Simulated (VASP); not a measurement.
Here is the system:

```xyz
2
Lattice="3.3241 0.0000 0.0000 0.0000 3.3241 0.0000 0.0000 0.0000 4.1965" Properties=species:S:1:pos:R:3 pbc="T T T"
Mg     3.3241     0.0000     0.0000
Sn     1.6621     1.6621     2.0983
```

These are PBEsol GGA, VASP's PBE PAW potentials (set 64) (plane waves; VASP) values and carry that method's errors. Run with 400 eV cut-off, 12×12×10 Γ-centred mesh, tetrahedra with Blöchl corrections, potentials Mg Sn_d.

Unless said otherwise, spin-orbit coupling is left out, though it shifts the bands of the heavy elements here.

Q: Predict the energy per atom (σ→0), band gap (on the k-mesh) with the smallest direct gap where there is one.

A: 
```
Item                                                        Result
------------------------  ----------------------------------------
band gap (on the k-mesh)  none (metal, semimetal or under 0.01 eV)
energy per atom (σ→0)                               -3.147 eV/atom
```

The absolute energy has meaning only against runs of the same code, potentials and settings.

The structure comes from a computed database's MgSn entry (P4/mmm); how it stands against other phases isn't given here. It was relaxed first.
